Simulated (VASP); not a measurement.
Input:

```
NaI
1.0
    0.00000     3.16168     3.16168
    3.16168     0.00000     3.16168
    3.16168     3.16168     0.00000
Na I
1 1
Direct
  0.00000   0.00000   0.00000
  0.50000   0.50000   0.50000
```

Method: PBE GGA, VASP's PBE PAW potentials (set 64) (plane waves; VASP). Numerical set-up: 300 eV cut-off, 9×9×9 Γ-centred mesh, Gaussian smearing of 0.010 eV, potentials Na_pv I.

At this cut-off the stress carries a Pulay error, which pulls relaxed volumes low.

Give the stress tensor in GPa (positive for a compressed cell).

```
1.82  0.00  0.00
0.00  1.82  0.00
0.00  0.00  1.82
```
The pressure is its mean diagonal, 1.82 GPa.

The structure comes from a computed database's NaI entry; how it stands against other phases isn't given here. The cell was not relaxed at this level.
